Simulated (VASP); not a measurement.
Input:

```xyz
1
Lattice="0.0000 2.0008 2.0008 2.0008 0.0000 2.0008 2.0008 2.0008 0.0000" Properties=species:S:1:pos:R:3 pbc="T T T"
Al     0.0000     2.0008     2.0008
```

Method: SCAN meta-GGA, VASP's PBE PAW potentials (set 64) (plane waves; VASP 6.6.1). Settings: 520 eV cut-off, 17×17×17 Γ-centred mesh, tetrahedra with Blöchl corrections, potentials Al.

Question: Give the energies of bands 1 to 4 at the high-symmetry points, in eV from the Fermi level.

Answer: 
| band | Γ | X | U | L | W |
|---|---|---|---|---|---|
| 1 | -11.77 | -3.12 | -2.04 | -4.97 | -0.95 |
| 2 | 13.24 | -1.72 | -1.55 | -4.54 | -0.95 |
| 3 | 13.24 | 5.30 | -0.34 | 12.02 | -0.03 |
| 4 | 13.24 | 6.00 | 7.01 | 12.02 | 1.43 |

It has no gap at this level: it comes out as a metal or semimetal.

The compound is Al in the fcc structure. It was relaxed first.
